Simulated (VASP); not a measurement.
A convergence study with VASP on MgO (rock salt): one setting is varied, all else stays as given below, so the limit is that of these other settings. Each run relaxes cell and ions from the cell shown. The basis is that of the starting cell, so low cut-offs carry a Pulay error.

```yaml
crystal:
  lattice:
    - [0.00000, 2.10500, 2.10500]
    - [2.10500, 0.00000, 2.10500]
    - [2.10500, 2.10500, 0.00000]
  atoms:
    - { symbol: Mg, position: [0.00000, 0.00000, 0.00000] }
    - { symbol: O, position: [0.50000, 0.50000, 0.50000] }
```

Method: PBEsol GGA, VASP's PBE PAW potentials (set 64) (plane waves; VASP). The tightest run used: 750 eV cut-off, 9×9×9 Γ-centred mesh, Gaussian smearing of 0.050 eV, potentials Mg O.

Gaps are read on the run's mesh, which can miss a band edge.

| setting | relaxed volume (Å³/atom) | E (eV/atom) | gap on the mesh (eV) | plane waves |
|---|---|---|---|---|
| ENCUT = 250 | 7.434 | -6.9874 | 7.153 | 175 |
| ENCUT = 300 | 8.179 | -6.4864 | 6.014 | 229 |
| ENCUT = 350 | 8.744 | -6.3171 | 5.307 | 290 |
| ENCUT = 400 | 9.083 | -6.2697 | 4.917 | 347 |

These are the cheaper rows. Estimate the results at ENCUT = 750, and how far the last row shown lies from them.

```csv
quantity,tightest run,last row shown is off by
relaxed volume (Å³/atom),9.313,-0.230
E (eV/atom),-6.2594,-0.0103
gap on the mesh (eV),4.667,0.250
```

Left out are rungs that failed or repeat a setting and relaxations that didn't move; long series are thinned to 24 rows.

The compound is MgO in the rock salt structure.
